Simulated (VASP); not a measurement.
# IrS (Fm-3m) in VASP: notebook

Runs on IrS. Level: PBEsol. Tasks: single point.

All numbers are computed with VASP 6.6.1; they aren't measurements. Logs are shortened: lines on timing, memory, paths and dates and some standing lists are left out, and cuts for length are marked.

## (1) The structure

The structure is cubic, space group Fm-3m (No. 225). Conventional cell: a = 5.060 Å, b = 5.060 Å, c = 5.060 Å, α = 90.00°, β = 90.00°, γ = 90.00°. Around Ir (site symmetry m-3m) lie 6 S at 2.53 Å. Around S (site symmetry m-3m) lie 6 Ir at 2.53 Å.

The cell comes from a database or a generator and needn't be the stable form of this composition.

## (2) Single point, PBEsol

File INCAR:

```
SYSTEM = IrS
ALGO = Fast ; EDIFF = 1E-7
ENCUT = 520 ; GGA = PS
ISIF = 2 ; ISMEAR = 0
LASPH = .True. ; LCHARG = .False.
LREAL = .False. ; LWAVE = .False.
NBANDS = 14 ; NELM = 100
PREC = Accurate ; SIGMA = 0.05
```

File KPOINTS:

```
k-points
0
Gamma
  10 10 10
  0 0 0
```

File POSCAR:

```
IrS
1.0
    0.0000000000      2.5300000000      2.5300000000
    2.5300000000      0.0000000000      2.5300000000
    2.5300000000      2.5300000000      0.0000000000
Ir S
1 1
Direct
    0.5000000000      0.5000000000      0.5000000000
    0.0000000000      0.0000000000      0.0000000000
```

Potentials or basis: VASP PAW PBE potentials, release 64 (Ir, S).

On the command line:

```sh
$ cat potpaw_PBE.64/Ir/POTCAR potpaw_PBE.64/S/POTCAR > POTCAR
$ mpirun -np 1 vasp_std > vasp.out
```

OUTCAR:

```text
SYSTEM = IrS
   EDIFF = 1E-7
   ENCUT = 520
   GGA = PS
   ISIF = 2
   ISMEAR = 0
   LASPH = .True.
   LREAL = .False.
   NELM = 100
   PREC = Accurate

 ion  position               nearest neighbor table
   1  0.500  0.500  0.500-   2 2.53   2 2.53   2 2.53   2 2.53   2 2.53   2 2.53
   2  0.000  0.000  0.000-   1 2.53   1 2.53   1 2.53   1 2.53   1 2.53   1 2.53

  LATTYP: Found a face centered cubic cell.
 ALAT       =     5.0600000000

  Lattice vectors:

 A1 = (   0.0000000000,   2.5300000000,   2.5300000000)
 A2 = (   2.5300000000,   0.0000000000,   2.5300000000)
 A3 = (   2.5300000000,   2.5300000000,   0.0000000000)

Analysis of symmetry for initial positions (statically):
=====================================================================
 Subroutine PRICEL returns:
 Original cell was already a primitive cell.

 Routine SETGRP: Setting up the symmetry group for a
 face centered cubic supercell.

 Subroutine GETGRP returns: Found 48 space group operations
 (whereof 48 operations were pure point group operations)
 out of a pool of 48 trial point group operations.

The static configuration has the point symmetry O_h .

Analysis of symmetry for dynamics (positions and initial velocities):
=====================================================================
 Subroutine PRICEL returns:
 Original cell was already a primitive cell.

 Routine SETGRP: Setting up the symmetry group for a
 face centered cubic supercell.

 Subroutine GETGRP returns: Found 48 space group operations
 (whereof 48 operations were pure point group operations)
 out of a pool of 48 trial point group operations.

The dynamic configuration has the point symmetry O_h .

 Subroutine INISYM returns: Found 48 space group operations
 (whereof 48 operations are pure point group operations),
 and found     1 'primitive' translations

----------------------------------------------------------------------------------------

                                     Primitive cell

  volume of cell :      32.3886

  direct lattice vectors                    reciprocal lattice vectors
     0.000000000  2.530000000  2.530000000    -0.197628458  0.197628458  0.197628458
     2.530000000  0.000000000  2.530000000     0.197628458 -0.197628458  0.197628458
     2.530000000  2.530000000  0.000000000     0.197628458  0.197628458 -0.197628458

  length of vectors
     3.577960313  3.577960313  3.577960313     0.342302531  0.342302531  0.342302531

  position of ions in fractional coordinates (direct lattice)
     0.500000000  0.500000000  0.500000000
     0.000000000  0.000000000  0.000000000

  ion indices of the primitive-cell ions
   primitive index   ion index
                 1           1
                 2           2

----------------------------------------------------------------------------------------

 KPOINTS: k-points

Automatic generation of k-mesh.
 Grid dimensions read from file:
 generate k-points for:   10   10   10

 Generating k-lattice:

  Cartesian coordinates                     Fractional coordinates (reciprocal lattice)
    -0.019762846  0.019762846  0.019762846     0.100000000  0.000000000  0.000000000
     0.019762846 -0.019762846  0.019762846     0.000000000  0.100000000  0.000000000
     0.019762846  0.019762846 -0.019762846     0.000000000  0.000000000  0.100000000

  Length of vectors
     0.034230253  0.034230253  0.034230253

  Shift w.r.t. Gamma in fractional coordinates (k-lattice)
     0.000000000  0.000000000  0.000000000

 Subroutine IBZKPT returns following result:
 ===========================================

 Found     47 irreducible k-points:

 Following reciprocal coordinates:
            Coordinates               Weight
  0.000000  0.000000  0.000000      1.000000
  0.100000  0.000000  0.000000      8.000000
  0.200000  0.000000  0.000000      8.000000
  0.300000  0.000000  0.000000      8.000000
  0.400000  0.000000  0.000000      8.000000
  0.500000  0.000000  0.000000      4.000000
[... 16 lines left out ...]
  0.300000  0.300000  0.000000      6.000000
  0.400000  0.300000  0.000000     24.000000
 [... further k-points ...]
   k-points           NKPTS =     47   k-points in BZ     NKDIM =     47   number of bands    NBANDS=     14
   number of dos      NEDOS =    301   number of ions     NIONS =      2
   total plane-waves  NPLWV =  21952
   dimension x,y,z NGX =    28 NGY =   28 NGZ =   28
   dimension x,y,z NGXF=    56 NGYF=   56 NGZF=   56
   ions per type =               1   1
   NGX,Y,Z   is equivalent  to a cutoff of  13.01, 13.01, 13.01 a.u.
   NGXF,Y,Z  is equivalent  to a cutoff of  26.02, 26.02, 26.02 a.u.
 SYSTEM =  IrS
   PREC   = accura    normal or accurate (medium, high low for compatibility)
   ISTART =      0    job   : 0-new  1-cont  2-samecut
   ICHARG =      2    charge: 1-file 2-atom 10-const
   ISPIN  =      1    spin polarized calculation?
   LNONCOLLINEAR =      F non collinear calculations
   LSORBIT =      F    spin-orbit coupling
   LASPH  =      T    aspherical Exc in radial PAW
   ENCUT  =  520.0 eV  38.22 Ry    6.18 a.u.   6.65  6.65  6.65*2*pi/ulx,y,z
   NELM   =    100;   NELMIN=  2; NELMDL= -5     # of ELM steps
   EDIFF  = 0.1E-06   stopping-criterion for ELM
   LREAL  =      F    real-space projection
   EDIFFG = 0.1E-05   stopping-criterion for IOM
   NSW    =      0    number of steps for IOM
   IBRION =     -1    ionic relax: 0-MD 1-quasi-New 2-CG
   NFREE  =      0    steps in history (QN), initial steepest desc. (CG)
   ISIF   =      2    stress and relaxation
   ISYM   =      2    0-nonsym 1-usesym 2-fastsym
   POTIM  = 0.5000    time-step for ionic-motion
   TEBEG  =    0.0;   TEEND  =   0.0 temperature during run
   PSTRESS=    0.0 pullay stress
   NELECT =      15.0000    total number of electrons
   NUPDOWN=      -1.0000    fix difference up-down
   EMIN   =  10.00;   EMAX   =-10.00  energy-range for DOS
   EFERMI =   0.00;   METHOD = LEGACY
   ISMEAR =     0;   SIGMA  =   0.05  broadening in eV -4-tet -1-fermi 0-gaus
   EFERMI_NEDOS =   21; number of points for ismear=-14 and -15
   IALGO  =     68    algorithm
   IMIX   =      4    mixing-type and parameters
     AMIX     =   0.40;   BMIX     =  1.00
     AMIX_MAG =   1.60;   BMIX_MAG =  1.00
  volume/ion in A,a.u.               =      16.19       109.28
  Fermi-wavevector in a.u.,A,eV,Ry     =   1.266606  2.393537 21.827687  1.604290
  Thomas-Fermi vector in A             =   2.399797
   LORBIT       =      0    0 simple, 1 ext, 2 COOP (PROOUT), +10 PAW based schemes
   GGA     = PS    functional components
   LHFCALC =     F    Hartree Fock is set to
   AEXX    =    0.0000 exact exchange contribution
   IVDW    =     0    specifies the selected vdW correction
   LEPSILON=     F    determine dielectric tensor
   LRPA    =     F    only Hartree local field effects (RPA)
 non-spin polarized calculation
 RMM-DIIS sequential band-by-band and
 Gauss-broadening in eV      SIGMA  =   0.05
  energy-cutoff  :      520.00
  volume of cell :       32.39
 maximum number of plane-waves:       893
   NGX = 13   NGY = 13   NGZ = 13

 number of electron      15.0000001 magnetization

 Free energy of the ion-electron system (eV)
  ---------------------------------------------------
  ext. energy  EPLUGINS =         0.00000000
  ---------------------------------------------------
  free energy    TOTEN  =       -13.29305398 eV

  energy without entropy =      -13.29176965  energy(sigma->0) =      -13.29241182

 E-fermi :   7.6188     XC(G=0): -12.1019

 val. band max:        7.5817699291   @ k =  -0.4000   0.4000   0.0000
 cond. band min:       7.6732850241   @ k =   0.5000   0.3000   0.1000
 fundamental gap:      0.0915150950
 Fermi energy:         7.6188275235

 k-point     1 :       0.0000    0.0000    0.0000
  band No.  band energies     occupation
      1      -7.8867      2.00000
      2       5.0679      2.00000
      3       5.0679      2.00000
      4       5.0679      2.00000
      5       5.0999      2.00000
      6       5.0999      2.00000
      7       5.5085      2.00000
      8       5.5085      2.00000
      9       5.5085      2.00000
     10       9.7167      0.00000
     11      18.0872      0.00000
     12      19.8217      0.00000
     13      19.8217      0.00000
     14      19.8217      0.00000

 k-point     2 :       0.1000    0.0000    0.0000
  band No.  band energies     occupation
      1      -7.7548      2.00000
      2       4.1012      2.00000
      3       4.1222      2.00000
      4       4.1222      2.00000
      5       5.1936      2.00000
      6       5.1936      2.00000
      7       5.8077      2.00000
      8       6.6555      2.00000
      9       6.6556      2.00000
     10      10.4728      0.00000
     11      17.6580      0.00000
     12      19.4222      0.00000
     13      19.4222      0.00000
     14      19.7313      0.00000

 k-point     3 :       0.2000    0.0000    0.0000
  band No.  band energies     occupation
      1      -7.3802      2.00000
      2       2.5702      2.00000
      3       3.1875      2.00000
      4       3.1875      2.00000
      5       5.5341      2.00000
      6       5.5342      2.00000
      7       6.0781      2.00000
      8       8.0865      0.00000
      9       8.0865      0.00000
     10      11.8979      0.00000
     11      16.2629      0.00000
     12      18.0685      0.00000
     13      18.0685      0.00000
     14      20.3264      0.00000

 k-point     4 :       0.3000    0.0000    0.0000
  band No.  band energies     occupation
      1      -6.8360      2.00000
      2       1.0883      2.00000
      3       2.4978      2.00000
      4       2.4978      2.00000
      5       6.0122      2.00000
      6       6.0122      2.00000
      7       6.4458      2.00000
      8       9.5177      0.00000
      9       9.5177      0.00000
     10      12.4307      0.00000
     11      15.6612      0.00000
     12      16.3451      0.00000
     13      16.3451      0.00000
     14      20.7145      0.00000

 k-point     5 :       0.4000    0.0000    0.0000
  band No.  band energies     occupation
      1      -6.2885      2.00000
      2      -0.0432      2.00000
      3       2.0764      2.00000
      4       2.0764      2.00000
      5       6.4635      2.00000
      6       6.4635      2.00000
      7       6.9064      2.00000
      8      10.7664      0.00000
      9      10.7664      0.00000
     10      11.5141      0.00000
     11      14.8609      0.00000
[... 276 lines left out ...]
 k-point    22 :      -0.2000    0.2000    0.0000
  band No.  band energies     occupation
      1      -6.7288      2.00000
      2       0.9961      2.00000
      3       2.2802      2.00000
      4       2.8473      2.00000
      5       5.8178      2.00000
      6       6.2414      2.00000
      7       7.0630      2.00000
      8       7.2458      2.00000
      9      10.7161      0.00000
     10      13.1903      0.00000
     11      15.2689      0.00000
     12      15.8229      0.00000
     13      16.2093      0.00000
     14      19.3941      0.00000

 k-point    23 :       0.3000    0.3000    0.0000
  band No.  band energies     occupation
      1      -6.7815      2.00000
      2       1.0419      2.00000
      3       3.9051      2.00000
      4       3.9051      2.00000
      5       4.1691      2.00000
      6       5.5562      2.00000
      7       7.3891      2.00000
      8       7.3891      2.00000
      9       8.1486      0.00000
     10      11.5903      0.00000
     11      16.7084      0.00000
     12      17.5324      0.00000
     13      18.1447      0.00000
     14      18.1447      0.00000

 k-point    24 :       0.4000    0.3000    0.0000
  band No.  band energies     occupation
      1      -6.5381      2.00000
      2       0.9944      2.00000
      3       3.1266      2.00000
      4       3.5152      2.00000
      5       4.6011      2.00000
      6       6.1277      2.00000
      7       7.2514      2.00000
      8       7.4604      1.99999
      9       8.8225      0.00000
     10      10.2921      0.00000
     11      16.5257      0.00000
     12      17.5174      0.00000
     13      18.4200      0.00000
     14      19.7606      0.00000

 [... further k-points ...]

------------------------ aborting loop because EDIFF is reached ----------------------------------------

  FORCE on cell =-STRESS in cart. coord.  units (eV):
  Direction    XX          YY          ZZ          XY          YZ          ZX
  --------------------------------------------------------------------------------------
  -------------------------------------------------------------------------------------
  Total       -3.4627229     -3.4627229     -3.4627229      0.0000000     -0.0000000     -0.0000000
  in kB     -171.2918739   -171.2918739   -171.2918739      0.0000000     -0.0000000     -0.0000000
  external PRESSURE =    -171.2918739 kB  Pullay stress =       0.0000000 kB

 VOLUME and BASIS-vectors are now :
 -----------------------------------------------------------------------------
  energy-cutoff  :      520.00
  volume of cell :       32.39
      direct lattice vectors                 reciprocal lattice vectors
     0.000000000  2.530000000  2.530000000    -0.197628458  0.197628458  0.197628458
     2.530000000  0.000000000  2.530000000     0.197628458 -0.197628458  0.197628458
     2.530000000  2.530000000  0.000000000     0.197628458  0.197628458 -0.197628458

 POSITION                                       TOTAL-FORCE (eV/Angst)
 -----------------------------------------------------------------------------------
      2.53000      2.53000      2.53000        -0.000000      0.000000      0.000000
      0.00000      0.00000      0.00000         0.000000     -0.000000     -0.000000
 -----------------------------------------------------------------------------------
    total drift:                                0.000000      0.000000      0.000000

  FREE ENERGIE OF THE ION-ELECTRON SYSTEM (eV)
  ---------------------------------------------------
  free  energy   TOTEN  =       -13.2930539818 eV

  energy  without entropy=      -13.2917696514  energy(sigma->0) =      -13.29241182
```

Run time: 19 s. Hardware: 1 thread of Intel Xeon Platinum 8559C (Emerald Rapids), shared host; peak memory 0.16 GiB.

What came out:

| Quantity | Value |
| --- | --- |
| Free energy | -13.2931 eV |
| Pressure | -17.1 GPa |
| Band gap on the k mesh | none (metal or under the smearing width) |

Levels at points of the mesh, in eV from the Fermi level:
| k point | band 6 | band 7 | band 8 | band 9 | band 10 | band 11 |
| --- | --- | --- | --- | --- | --- | --- |
| (0.00, 0.00, 0.00) | -2.52 | -2.11 | -2.11 | -2.11 | 2.10 | 10.47 |
| (0.50, 0.00, 0.00) | -0.96 | -0.45 | 3.35 | 3.76 | 3.76 | 6.54 |
| (0.50, 0.50, 0.00) | -1.80 | -0.47 | -0.47 | -0.08 | 1.22 | 9.92 |

Caveat: so large a pressure means that the cell lies far from this level's equilibrium, or that cutoff or potentials fall short; the potentials were made for another functional, which shifts forces and pressure.

## (3) Single point, PBEsol

This run uses another cell than the first one, of 14.51 Å³/atom, 0.896 times its volume.

File INCAR:

```
SYSTEM = IrS
PREC     = Accurate       ! precision mode
ENCUT    = 520            ! plane-wave cutoff, eV
EDIFF    = 1E-6           ! SCF threshold, eV
ISMEAR   = 0              ! smearing method
SIGMA    = 0.05           ! smearing width, eV
LREAL    = .FALSE.        ! projectors in reciprocal space
LASPH    = .TRUE.         ! aspherical terms in the spheres
NELM     = 100            ! most SCF steps
ALGO     = Normal         ! electronic algorithm
ISIF     = 2              ! what is computed and relaxed
LWAVE    = .FALSE.        ! write WAVECAR
LCHARG   = .FALSE.        ! write CHGCAR
GGA      = PS             ! functional
NBANDS   = 14             ! bands
```

File KPOINTS:

```
regular mesh
0
G
  10 10 10
  0 0 0
```

File POSCAR:

```
IrS
1.0
    0.0000000000      2.4391161214      2.4391161214
    2.4391161214      0.0000000000      2.4391161214
    2.4391161214      2.4391161214      0.0000000000
Ir S
1 1
Direct
    0.5000000000      0.5000000000      0.5000000000
    0.0000000000      0.0000000000      0.0000000000
```

Potentials or basis: VASP PAW PBE potentials, release 64 (Ir, S).

On the command line:

```sh
$ cat potpaw_PBE.64/Ir/POTCAR potpaw_PBE.64/S/POTCAR > POTCAR
$ mpirun -np 1 vasp_std > vasp.out
```

Wall time 12 s (1 thread of Intel Xeon Platinum 8559C (Emerald Rapids), shared host); peak memory 0.17 GiB.

It converged, with:

```yaml
Free_energy: -13.4822 eV
Pressure: 1.1 GPa
Band_gap_on_the_k_mesh: none (metal or under the smearing width)
```

Levels at points of the mesh, in eV from the Fermi level:
```csv
k point,band 6,band 7,band 8,band 9,band 10,band 11
"(0.00, 0.00, 0.00)",-3.10,-2.33,-2.33,-2.33,2.96,10.20
"(0.50, 0.00, 0.00)",-1.22,-0.57,3.14,4.43,4.43,6.48
"(0.50, 0.50, 0.00)",-2.22,-0.62,-0.62,-0.16,1.71,10.51
```

Caveat: the PAW data sets were made with another functional, which shifts forces and pressure a little. The run has no spin-orbit coupling, so splittings on Ir are missing.
